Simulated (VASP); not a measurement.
An input for Quantum ESPRESSO's pw.x (written as the equivalent of a VASP run, and not itself run):

```
&CONTROL
  calculation = 'vc-relax'
  pseudo_dir = './pseudo'
  outdir = './out'
  tprnfor = .true.
  tstress = .true.
  nstep = 40
  forc_conv_thr = 0.00078
/
&SYSTEM
  ibrav = 0
  nat = 2
  ntyp = 2
  ecutwfc = 82
  occupations = 'smearing'
  smearing = 'methfessel-paxton'
  degauss = 0.00735
  input_dft = 'pbe'
/
&ELECTRONS
  conv_thr = 7.3e-08
  electron_maxstep = 100
/
&IONS
/
&CELL
  press = 450
/
ATOMIC_SPECIES
  W 183.840 W.upf
  C 12.011 C.upf
CELL_PARAMETERS angstrom
     1.4265969   -2.4709384    0.0000000
     1.4265969    2.4709384    0.0000000
     0.0000000    0.0000000    2.7958615
ATOMIC_POSITIONS crystal
  W    0.0000000  0.0000000  0.0000000
  C    0.3333330  0.6666670  0.5000000
K_POINTS automatic
  15 15 13 0 0 0
```

Q: Translate this input to VASP (INCAR, KPOINTS, POSCAR, choice of POTCAR).

A: One answer among several that fit: 
KPOINTS:
```
Automatic mesh
0
gamma
 15 15 13
0 0 0
```

**POSCAR**
```
WC
1.0
  1.4265968890  -2.4709383847   0.0000000000
  1.4265968890   2.4709383847   0.0000000000
  0.0000000000   0.0000000000   2.7958614530
W C
1 1
direct
  0.0000000000   0.0000000000   0.0000000000
  0.3333330000   0.6666670000   0.5000000000
```

### INCAR
```
SYSTEM = WC
PREC = Accurate
ENCUT = 620
EDIFF = 1E-6
NELM = 100
ALGO = Normal
LREAL = .FALSE.
LASPH = .TRUE.
ISMEAR = 1
SIGMA = 0.1
GGA = PE
LMAXMIX = 6
LWAVE = .FALSE.
LCHARG = .FALSE.
IBRION = 2
ISIF = 3
NSW = 40
EDIFFG = -0.02
PSTRESS = 450
```

POTCAR, in this order: W_sv C (PBE.64 set). Program: vasp_std.

Limits of the translation: the potentials are each code's own (VASP's PAW set, PseudoDojo norm-conserving files in pw.x), so ENCUT and ecutwfc are chosen apart and not converted; conv_thr bounds pw.x's estimated SCF error, while EDIFF bounds the energy change between steps; forc_conv_thr acts on force components and is met together with etot_conv_thr.

The compound is WC in the wc structure. This run relaxes it under an external pressure of 45 GPa. Symmetry was kept, so distortions that lower it aren't found.
